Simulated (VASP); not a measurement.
An input for Ansatz (written as the equivalent of a VASP run, and not itself run):

Ansatz 0.2 input:
```yaml
crystal:
  lattice:
    - [2.9273115, 0.0000000, 0.0000000]
    - [0.0000000, 2.9273115, 0.0000000]
    - [0.0000000, 0.0000000, 2.9273115]
  atoms:
    - { symbol: Ti, position: [0.0000000, 0.0000000, 0.0000000] }
    - { symbol: Co, position: [0.5000000, 0.5000000, 0.5000000] }
kpoints:
  mp_grid: { grid: [12, 12, 12] }
hamiltonian:
  xc: pbesol
  pseudopotentials: { kind: paw }
scf:
  occupations: { method: methfessel_paxton, width: 0.1 }
  max_iter: 100
relax:
  max_steps: 40
  f_tol: 0.02
  cell: {}
output: { forces: true, stress: true, eigenvalues: true }
```

Question: Write the VASP files for the same calculation (PBEsol).

Answer: Several could match; the one computed here: 
### KPOINTS
```
Regular mesh
0
gamma
  12 12 12
```

### POSCAR
```
TiCo
1.0
  2.9273115350   0.0000000000   0.0000000000
  0.0000000000   2.9273115350   0.0000000000
  0.0000000000   0.0000000000   2.9273115350
Ti Co
1 1
Direct
  0.0000000000   0.0000000000   0.0000000000
  0.5000000000   0.5000000000   0.5000000000
```

INCAR:
```
SYSTEM = TiCo
PREC = Accurate
ENCUT = 500
EDIFF = 1E-6
NELM = 100
ALGO = Normal
LREAL = .FALSE.
LASPH = .TRUE.
ISMEAR = 1
SIGMA = 0.1
GGA = PS
LMAXMIX = 4
LWAVE = .FALSE.
LCHARG = .FALSE.
IBRION = 2
ISIF = 3
NSW = 40
EDIFFG = -0.02
```

POTCAR, in this order: Ti_sv Co (PBE.64 set). Program: vasp_std.

The two are equivalent in intent, not identical: each code has its own PAW files, so the cut-off isn't converted (ENCUT is set for VASP's; basis.ecutwfc is left out, and Ansatz then takes the one that its files recommend); Ansatz stops its SCF on the density residual and VASP on the energy change (EDIFF).

The compound is TiCo in the CsCl type structure. This run relaxes it. Symmetry was kept, so distortions that lower it aren't found.
